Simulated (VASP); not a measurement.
An input for Ansatz (written as the equivalent of a VASP run, and not itself run):

Ansatz 0.2 input:
```yaml
crystal:
  lattice:
    - [3.2088000, 0.0000000, 0.0000000]
    - [-1.6044000, 2.7789020, 0.0000000]
    - [0.0000000, 0.0000000, 8.2130000]
  atoms:
    - { symbol: B, position: [0.3333330, 0.6666670, 0.2500000] }
    - { symbol: B, position: [0.6666670, 0.3333330, 0.7500000] }
    - { symbol: P, position: [0.6666670, 0.3333330, 0.2500000] }
    - { symbol: P, position: [0.3333330, 0.6666670, 0.7500000] }
kpoints:
  mp_grid: { grid: [9, 9, 3] }
hamiltonian:
  xc: pbesol
  pseudopotentials: { kind: paw }
scf:
  occupations: { method: gaussian, width: 0.05 }
  max_iter: 100
relax:
  max_steps: 60
  f_tol: 0.01
  cell: {}
output: { forces: true, stress: true, eigenvalues: true }
```

Q: Write the VASP files for the same calculation (PBEsol).

A: This is not unique; one that fits is 
**KPOINTS**
```
kpoints
0
gamma
9 9 3
```

### POSCAR
```
BP
1.0
  3.2088000000   0.0000000000   0.0000000000
 -1.6044000000   2.7789020000   0.0000000000
  0.0000000000   0.0000000000   8.2130000000
B P
2 2
Cartesian
 -0.0000016044   1.8526022596   2.0532500000
  1.6044016044   0.9262997404   6.1597500000
  1.6044016044   0.9262997404   2.0532500000
 -0.0000016044   1.8526022596   6.1597500000
```

INCAR:
```
ALGO = Normal
EDIFF = 1E-6
EDIFFG = -0.01
ENCUT = 520
GGA = PS
IBRION = 2
ISIF = 3
ISMEAR = 0
LASPH = .True.
LCHARG = .False.
LREAL = .False.
LWAVE = .False.
NELM = 100
NSW = 60
PREC = Accurate
SIGMA = 0.05
SYSTEM = BP
```

POTCAR, in this order: B P (PBE.64 set). Program: vasp_std.

The two are equivalent in intent, not identical: each code has its own PAW files, so the cut-off isn't converted (ENCUT is set for VASP's; basis.ecutwfc is left out, and Ansatz then takes the one that its files recommend); Ansatz stops its SCF on the density residual and VASP on the energy change (EDIFF).

The structure was generated: BP was put into the layered h-BN type type (P6_3/mmc), which need not be its known phase. This run relaxes it. Symmetry was kept, so distortions that lower it aren't found.
